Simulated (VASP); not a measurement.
All values below come from PBE GGA, VASP's PBE PAW potentials (set 64) (plane waves; VASP).

A VASP calculation is set up with these files.

**INCAR**
```
# general
SYSTEM  = Pb
PREC    = Accurate
ENCUT   = 480
LREAL   = .False.   # projection in real space or not
LASPH   = .True.   # aspherical one-centre terms

# electronic loop
EDIFF   = 1E-6
NELM    = 100
ALGO    = Normal
LMAXMIX = 4

# smearing
ISMEAR  = 1   # Methfessel-Paxton
SIGMA   = 0.1   # width (eV)

# functional
GGA     = PE   # PBE

# ions
IBRION  = 2
NSW     = 60   # most ionic steps
ISIF    = 3   # ions, shape and volume
EDIFFG  = -0.01

# output
LWAVE   = .False.
LCHARG  = .False.
```

**POSCAR**
```
Pb
1
    0.0000000000     2.4750000000     2.4750000000
    2.4750000000     0.0000000000     2.4750000000
    2.4750000000     2.4750000000     0.0000000000
Pb
1
Direct
  0.0000000000   0.0000000000   0.0000000000
```

### KPOINTS
```
Automatic mesh
0
G
11 11 11
```

POTCAR, in this order: Pb (PBE.64 set). Program: vasp_std.

Energy and stress use the plane-wave basis of the starting cell. Unless said otherwise, spin-orbit coupling is left out, though it shifts the bands of the heavy elements here.

### Question
Predict the energy per atom (σ→0), volume per atom, band gap (on the k-mesh).

### Answer

- energy per atom (σ→0) = -3.575 eV/atom
- band gap (on the k-mesh) = none (metal, semimetal or under 0.01 eV)
- volume per atom = 31.62 Å³/atom

File OSZICAR:
```
...
DAV:   9    -0.357401658468E+01    0.50427E-06   -0.39194E-07   378   0.394E-03
   2 F= -.35740166E+01 E0= -.35740299E+01  d E =-.718074E-02
       N       E                     dE             d eps       ncg     rms          rms(c)
DAV:   1    -0.357549420483E+01   -0.14771E-02   -0.25233E-02   708   0.737E-01    0.179E-01
DAV:   2    -0.357505328022E+01    0.44092E-03   -0.46113E-04   714   0.158E-01    0.939E-02
DAV:   3    -0.357481773950E+01    0.23554E-03   -0.61648E-04   684   0.112E-01    0.766E-02
DAV:   4    -0.357481846079E+01   -0.72129E-06   -0.46670E-06   810   0.190E-02
   3 F= -.35748185E+01 E0= -.35748200E+01  d E =-.798262E-02
```

The compound is Pb in the fcc structure. This run relaxes it. Symmetry was kept, so distortions that lower it aren't found.
